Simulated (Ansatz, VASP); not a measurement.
# Si2W in two plane-wave programs

One calculation is typed for both programs; each brings its own data sets. How far apart do they land? The cell is taken from a series of runs on this material, whose earlier steps may have relaxed, scaled, displaced or heated it; both programs get it as it stands.

Main program and level: Ansatz 0.2.0; plane waves, with VASP 6.6.1 beside it; zone-centre phonons at PBEsol.

## (1) The structure

The structure is tetragonal, space group I4/mmm (No. 139). The conventional cell has a = 3.220 Å, b = 3.220 Å, c = 7.581 Å, α = 90.00°, β = 90.00°, γ = 90.00°. Nearest to Si lie 5 Si at 2.51 to 2.61 Å and 5 W at 2.53 to 2.60 Å. Nearest to W lie 10 Si at 2.53 to 2.60 Å. Farther neighbours are not listed.

As a file:

```
Si W
1.0
    -1.61012    1.61012    3.79072
     1.61012   -1.61012    3.79072
     1.61012    1.61012   -3.79072
Si W
2 1
Direct
  0.33428 0.33428 0.00000
  0.66572 0.66572 0.00000
  0.00000 0.00000 0.00000
```

## (2) VASP: zone-centre phonons, PBEsol

Second derivatives magnify differences that forces hide, and they need a tight electronic threshold.

Lines of VASP's logs that name or quote its potential files are left out, and so is its time.

Input file INCAR:

```
SYSTEM = Si2W
PREC = Accurate
ENCUT = 600
EDIFF = 1E-08
NELM = 120
ISMEAR = 1
SIGMA = 0.2
LREAL = .FALSE.
ALGO = Normal
GGA = PS
NBANDS = 13
LASPH = .TRUE.
LORBIT = 11
LWAVE = .FALSE.
LCHARG = .FALSE.
ISIF = 2
IBRION = 8
GGA_COMPAT = .FALSE.
KPAR = 2
```

Input file POSCAR:

```
Si2W
1.0
   -1.6101197178      1.6101197178      3.7907195857
    1.6101197178     -1.6101197178      3.7907195857
    1.6101197178      1.6101197178     -3.7907195857
Si W
2 1
Direct
    0.3342807255      0.3342807255      0.0000000000
    0.6657192745      0.6657192745      0.0000000000
    0.0000000000      0.0000000000      0.0000000000
```

Input file KPOINTS:

```
Automatic mesh
0
Gamma
20 20 20
0 0 0
```

Potentials, in the order of the species: Si and W (PBE family, release 64).

Launch:

```bash
$ mpirun -np 2 vasp_std
```

Numbers of over 12 decimals in the logs are rounded to 6 here.

What it wrote:

```text
[banner, memory and clock lines left out]
running    2 mpi-ranks, on    1 nodes
 distrk:  each k-point on    1 cores,    2 groups
 distr:  one band on    1 cores,    1 groups

 POSCAR found type information on POSCAR SiW
 POSCAR found :  2 types and       3 ions
|                                                                             |
|               ----> ADVICE to this user running VASP <----                  |
|                                                                             |
|     You enforced a specific xc type in the INCAR file but a different       |
|     [... a line on the potential file left out ...]
|     I HOPE YOU KNOW WHAT YOU ARE DOING!                                     |
|                                                                             |

 LDA part: xc-table for (Slater+PW92), standard interpolation
 POSCAR, INCAR and KPOINTS ok, starting setup
 FFT: planning ... GRIDC
 FFT: planning ... GRID_SOFT
 FFT: planning ... GRID
 WAVECAR not read
 entering main loop
       N       E                     dE             d eps       ncg     rms          rms(c)
DAV:   1     0.342507855793E+02    0.34251E+02   -0.66072E+03 16666   0.106E+03
DAV:   2    -0.246753728835E+02   -0.58926E+02   -0.53682E+02 20376   0.205E+02
DAV:   3    -0.275046825044E+02   -0.28293E+01   -0.27395E+01 22742   0.357E+01
DAV:   4    -0.275454296465E+02   -0.40747E-01   -0.40681E-01 19967   0.492E+00
DAV:   5    -0.275460312629E+02   -0.60162E-03   -0.60144E-03 23701   0.526E-01    0.276E+01
DAV:   6    -0.268046091833E+02    0.74142E+00   -0.19606E+00 25054   0.897E+00    0.118E+01
DAV:   7    -0.266825703705E+02    0.12204E+00   -0.16015E-01 19021   0.273E+00    0.548E+00
DAV:   8    -0.266601906477E+02    0.22380E-01   -0.30312E-02 21747   0.121E+00    0.522E-01
DAV:   9    -0.266600603006E+02    0.13035E-03   -0.15545E-03 19828   0.276E-01    0.274E-01
DAV:  10    -0.266600225315E+02    0.37769E-04   -0.20025E-04 20787   0.894E-02    0.326E-02
DAV:  11    -0.266600137398E+02    0.87916E-05   -0.21841E-05 20912   0.356E-02    0.164E-02
DAV:  12    -0.266600137184E+02    0.21407E-07   -0.11261E-06 20894   0.778E-03    0.440E-03
DAV:  13    -0.266600136863E+02    0.32116E-07   -0.14236E-07 20264   0.258E-03    0.176E-03
DAV:  14    -0.266600136565E+02    0.29837E-07   -0.68484E-09 12421   0.625E-04    0.557E-04
DAV:  15    -0.266600136538E+02    0.27089E-08   -0.63494E-10 10653   0.233E-04
   1 F= -.26660014E+02 E0= -.26660400E+02  d E =0.116013E-02
 Linear response reoptimize wavefunctions to high precision
DAV:   1    -0.266600136569E+02   -0.30959E-08   -0.92994E-11 12650   0.868E-05
DAV:   2    -0.266600136569E+02   -0.45475E-12   -0.18258E-11 10048   0.416E-05
 Linear response DOF=           4
 Linear response progress:
  Degree of freedom:   1/  4
       N       E                     dE             d eps       ncg     rms          rms(c)
RMM:   1    -0.182944444640E-01   -0.18294E-01    0.15570E-02136589   0.905E-01
RMM:   2    -0.168209337937E-01    0.14735E-02   -0.70216E-04 88634   0.220E-01    0.969E-02
RMM:   3    -0.168915577951E-01   -0.70624E-04   -0.15489E-04 89129   0.632E-02    0.528E-02
RMM:   4    -0.170544703288E-01   -0.16291E-03   -0.94937E-05 88722   0.470E-02    0.123E-02
RMM:   5    -0.170392111463E-01    0.15259E-04   -0.17238E-06 92433   0.942E-03    0.121E-03
RMM:   6    -0.170447793222E-01   -0.55682E-05   -0.22031E-07 93667   0.173E-03    0.706E-04
RMM:   7    -0.170440732570E-01    0.70607E-06    0.72112E-09 94630   0.391E-04    0.647E-05
RMM:   8    -0.170445613937E-01   -0.48814E-06   -0.67629E-09 96032   0.130E-04    0.157E-05
RMM:   9    -0.170445265447E-01    0.34849E-07    0.32756E-09 98972   0.316E-05    0.242E-06
RMM:  10    -0.170445301353E-01   -0.35906E-08    0.28786E-09 98541   0.108E-05    0.104E-06
 first order change of Fermi-energy   0.17392E-04
 force on displaced ion       1 direction 1 :  -9.011  -0.000  -0.000
 Linear response progress:
  Degree of freedom:   2/  4
       N       E                     dE             d eps       ncg     rms          rms(c)
RMM:   1    -0.251246468297E-01   -0.25125E-01    0.39459E-02 42143   0.111E+00
RMM:   2    -0.223826239196E-01    0.27420E-02   -0.11473E-03 26838   0.280E-01    0.147E-01
RMM:   3    -0.223875596690E-01   -0.49357E-05   -0.38555E-04 26997   0.953E-02    0.881E-02
RMM:   4    -0.225032017950E-01   -0.11564E-03   -0.86278E-05 27837   0.446E-02    0.306E-02
RMM:   5    -0.225262063403E-01   -0.23005E-04   -0.25423E-06 28172   0.918E-03    0.106E-02
RMM:   6    -0.225292815731E-01   -0.30752E-05   -0.30000E-07 28405   0.290E-03    0.186E-03
RMM:   7    -0.225277454089E-01    0.15362E-05   -0.68078E-08 28650   0.110E-03    0.603E-04
RMM:   8    -0.225278464950E-01   -0.10109E-06   -0.45885E-10 29525   0.204E-04    0.141E-04
RMM:   9    -0.225280833140E-01   -0.23682E-06    0.17932E-10 29268   0.631E-05    0.121E-05
RMM:  10    -0.225280566780E-01    0.26636E-07   -0.64941E-10 30453   0.173E-05    0.487E-06
RMM:  11    -0.225280563056E-01    0.37245E-09   -0.11463E-10 27914   0.903E-06    0.804E-07
 first order change of Fermi-energy  -0.48638E+00
 force on displaced ion       1 direction 3 :  -0.000  -0.000 -17.527
 Linear response progress:
  Degree of freedom:   3/  4
       N       E                     dE             d eps       ncg     rms          rms(c)
RMM:   1    -0.121057834490E+00   -0.12106E+00   -0.10452E-01 59494   0.179E+00
RMM:   2    -0.119886489257E+00    0.11713E-02   -0.13780E-03 47323   0.266E-01    0.155E-01
RMM:   3    -0.119530975074E+00    0.35551E-03   -0.20302E-04 48577   0.802E-02    0.879E-02
RMM:   4    -0.119644305070E+00   -0.11333E-03   -0.24494E-04 48021   0.910E-02    0.123E-02
RMM:   5    -0.119633208362E+00    0.11097E-04   -0.76366E-06 51594   0.178E-02    0.353E-03
RMM:   6    -0.119638573865E+00   -0.53655E-05   -0.13421E-07 51191   0.225E-03    0.869E-04
RMM:   7    -0.119637864384E+00    0.70948E-06   -0.97273E-09 52560   0.588E-04    0.123E-04
RMM:   8    -0.119637787981E+00    0.76403E-07   -0.23663E-09 52809   0.147E-04    0.292E-05
RMM:   9    -0.119637546504E+00    0.24148E-06   -0.19222E-09 54029   0.503E-05    0.608E-06
RMM:  10    -0.119637501633E+00    0.44871E-07   -0.22939E-09 55441   0.222E-05    0.274E-06
RMM:  11    -0.119637526639E+00   -0.25006E-07   -0.21671E-09 54157   0.171E-05    0.221E-07
RMM:  12    -0.119637525500E+00    0.11390E-08   -0.26596E-09 36982   0.123E-05    0.758E-08
 first order change of Fermi-energy  -0.85139E-03
 force on displaced ion       3 direction 1 : -11.208  -0.000  -0.000
 Linear response progress:
  Degree of freedom:   4/  4
       N       E                     dE             d eps       ncg     rms          rms(c)
RMM:   1    -0.138435140436E+00   -0.13844E+00   -0.12675E-01 32443   0.188E+00
RMM:   2    -0.134521309474E+00    0.39138E-02   -0.19881E-03 25876   0.310E-01    0.191E-01
RMM:   3    -0.133887313272E+00    0.63400E-03   -0.61516E-04 26837   0.124E-01    0.103E-01
RMM:   4    -0.133974994638E+00   -0.87681E-04   -0.33224E-04 26686   0.103E-01    0.243E-02
RMM:   5    -0.134032614579E+00   -0.57620E-04   -0.35469E-05 27221   0.352E-02    0.732E-03
RMM:   6    -0.134038674447E+00   -0.60599E-05   -0.53908E-07 29187   0.453E-03    0.146E-03
RMM:   7    -0.134033248633E+00    0.54258E-05   -0.62820E-08 28013   0.123E-03    0.235E-04
RMM:   8    -0.134033971723E+00   -0.72309E-06   -0.42121E-09 29212   0.302E-04    0.885E-05
RMM:   9    -0.134033964196E+00    0.75274E-08   -0.15676E-09 29899   0.666E-05    0.317E-05
 first order change of Fermi-energy   0.55958E-03
 force on displaced ion       3 direction 3 :   0.000   0.000 -18.768
 Linear response finished
```

Parts of OUTCAR (step 2):

```text
ion  position               nearest neighbor table
   1  0.334  0.334  0.000-   2 2.51   3 2.53   3 2.60   3 2.60   3 2.60   3 2.60   2 2.61   2 2.61
                             2 2.61   2 2.61
   2  0.666  0.666  0.000-   1 2.51   3 2.53   3 2.60   3 2.60   3 2.60   3 2.60   1 2.61   1 2.61
                             1 2.61   1 2.61
   3  0.000  0.000  0.000-   1 2.53   2 2.53   2 2.60   1 2.60   2 2.60   2 2.60   2 2.60   1 2.60
                             1 2.60   1 2.60

  LATTYP: Found a body centered tetragonal cell.
 ALAT       =     3.2202394356
 C/A-ratio  =     2.3543091509

 Subroutine GETGRP returns: Found 16 space group operations
 (whereof 16 operations were pure point group operations)

The static configuration has the point symmetry D_4h.

 Found    641 irreducible k-points:

   k-points           NKPTS =    641   k-points in BZ     NKDIM =    641   number of bands    NBANDS=     13

   dimension x,y,z NGX =    36 NGY =   36 NGZ =   36
   dimension x,y,z NGXF=    72 NGYF=   72 NGZF=   72

   ENCUT  =  600.0 eV  44.10 Ry    6.64 a.u.   8.83  8.83  8.83*2*pi/ulx,y,z

   NELECT =      14.0000    total number of electrons

 k-points in reciprocal lattice and weights: Automatic mesh
   0.00000000  0.00000000  0.00000000       0.000
   0.05000000 -0.00000000  0.00000000       0.001
   0.10000000 -0.00000000  0.00000000       0.001
   0.15000000 -0.00000000  0.00000000       0.001
   0.20000000 -0.00000000  0.00000000       0.001
   0.25000000 -0.00000000  0.00000000       0.001
   0.30000000 -0.00000000  0.00000000       0.001
   0.35000000 -0.00000000  0.00000000       0.001
   0.40000000 -0.00000000  0.00000000       0.001
[...]
-0.45000000 -0.45000000  0.45000000       0.000
   0.50000000  0.50000000  0.50000000       0.000

 average (electrostatic) potential at core
       1 -78.6873       2 -78.6873       3 -34.2112

  Total       -0.0514406     -0.0514406      4.4028070      0.0000000     -0.0000000      0.0000000
  in kB       -2.0966156     -2.0966156    179.4494952      0.0000000     -0.0000000      0.0000000
  external PRESSURE =      58.4187547 kB  Pullay stress =       0.0000000 kB

  energy-cutoff  :      600.00
  volume of cell :       39.31
      direct lattice vectors                 reciprocal lattice vectors
    -1.610119718  1.610119718  3.790719586     0.000000000  0.310535915  0.131901078
     1.610119718 -1.610119718  3.790719586     0.310535915  0.000000000  0.131901078
     1.610119718  1.610119718 -3.790719586     0.310535915  0.310535915  0.000000000

 POSITION                                       TOTAL-FORCE (eV/Angst)
 -----------------------------------------------------------------------------------
      0.00000      0.00000      2.53433        -0.000000     -0.000000      0.003549
      0.00000      0.00000      5.04711         0.000000      0.000000     -0.003549
      0.00000      0.00000      0.00000        -0.000000     -0.000000     -0.000000
 -----------------------------------------------------------------------------------
    total drift:                               -0.000000     -0.000000      0.000000

 Eigenvectors and eigenvalues of the dynamical matrix
 ----------------------------------------------------

   1 f  =   14.946268 THz    93.910169 2PiTHz  498.553822 cm-1    61.812768 meV
             X         Y         Z           dx          dy          dz
      0.000000  0.000000  2.534329     0.000000   -0.000000   -0.707107
      0.000000  0.000000  5.047110     0.000000   -0.000000    0.707107
      0.000000  0.000000  0.000000    -0.000000    0.000000    0.000000

   2 f  =   10.396363 THz    65.322276 2PiTHz  346.785344 cm-1    42.995884 meV
             X         Y         Z           dx          dy          dz
      0.000000  0.000000  2.534329    -0.692117    0.144823    0.000000
      0.000000  0.000000  5.047110     0.692117   -0.144823   -0.000000
      0.000000  0.000000  0.000000    -0.000000   -0.000000    0.000000

   3 f  =   10.396363 THz    65.322276 2PiTHz  346.785344 cm-1    42.995884 meV
             X         Y         Z           dx          dy          dz
      0.000000  0.000000  2.534329     0.144823    0.692117   -0.000000
      0.000000  0.000000  5.047110    -0.144823   -0.692117    0.000000
      0.000000  0.000000  0.000000     0.000000    0.000000    0.000000

   4 f  =   10.325065 THz    64.874299 2PiTHz  344.407109 cm-1    42.701020 meV
             X         Y         Z           dx          dy          dz
      0.000000  0.000000  2.534329     0.000000    0.000000    0.618858
      0.000000  0.000000  5.047110     0.000000    0.000000    0.618858
      0.000000  0.000000  0.000000     0.000000   -0.000000   -0.483765

   5 f  =    7.977690 THz    50.125305 2PiTHz  266.107099 cm-1    32.993060 meV
             X         Y         Z           dx          dy          dz
      0.000000  0.000000  2.534329    -0.618827   -0.000000    0.000000
      0.000000  0.000000  5.047110    -0.618827    0.000000   -0.000000
      0.000000  0.000000  0.000000     0.483845   -0.000000    0.000000

   6 f  =    7.977690 THz    50.125305 2PiTHz  266.107099 cm-1    32.993060 meV
             X         Y         Z           dx          dy          dz
      0.000000  0.000000  2.534329    -0.000000    0.618827   -0.000000
      0.000000  0.000000  5.047110    -0.000000    0.618827   -0.000000
      0.000000  0.000000  0.000000    -0.000000   -0.483845    0.000000

   7 f/i=    0.000078 THz     0.000489 2PiTHz    0.002594 cm-1     0.000322 meV
             X         Y         Z           dx          dy          dz
      0.000000  0.000000  2.534329     0.000000   -0.000000    0.342073
      0.000000  0.000000  5.047110     0.000000   -0.000000    0.342073
      0.000000  0.000000  0.000000     0.000000   -0.000000    0.875198

   8 f/i=    0.000786 THz     0.004939 2PiTHz    0.026218 cm-1     0.003251 meV
             X         Y         Z           dx          dy          dz
      0.000000  0.000000  2.534329     0.314669   -0.134299   -0.000000
      0.000000  0.000000  5.047110     0.314669   -0.134299   -0.000000
      0.000000  0.000000  0.000000     0.804911   -0.343530   -0.000000

   9 f/i=    0.000786 THz     0.004939 2PiTHz    0.026218 cm-1     0.003251 meV
             X         Y         Z           dx          dy          dz
      0.000000  0.000000  2.534329     0.134299    0.314669    0.000000
      0.000000  0.000000  5.047110     0.134299    0.314669    0.000000
      0.000000  0.000000  0.000000     0.343530    0.804911    0.000000

 ELASTIC MODULI CONTR FROM IONIC RELAXATION (kBar)
 Direction    XX          YY          ZZ          XY          YZ          ZX
 --------------------------------------------------------------------------------
 XX         -20.2730    -20.2730    -10.1242      0.0000     -0.0000      0.0000
 YY         -20.2730    -20.2730    -10.1242      0.0000     -0.0000      0.0000
 ZZ         -10.1242    -10.1242     -5.0559      0.0000     -0.0000      0.0000
 XY           0.0000      0.0000      0.0000      0.0000      0.0000      0.0000
 YZ          -0.0000     -0.0000     -0.0000      0.0000    -33.9508     -0.0000
 ZX           0.0000      0.0000      0.0000      0.0000     -0.0000    -13.1265
 --------------------------------------------------------------------------------
```

(Part 1 of 2 ends here.)

[Lines on the potential files, build, host, timing and source positions are cut from VASP's logs without a mark.]

[Logs are printed without paths, hosts, clocks, repeated set-up lines and the standing remarks that a program may print on its own settings, such as how far it seeks lower states.]

[Hosts, paths, dates, database ids (printed as entryN), source tags and the programs' standing remarks are cut or masked in the printed files.]
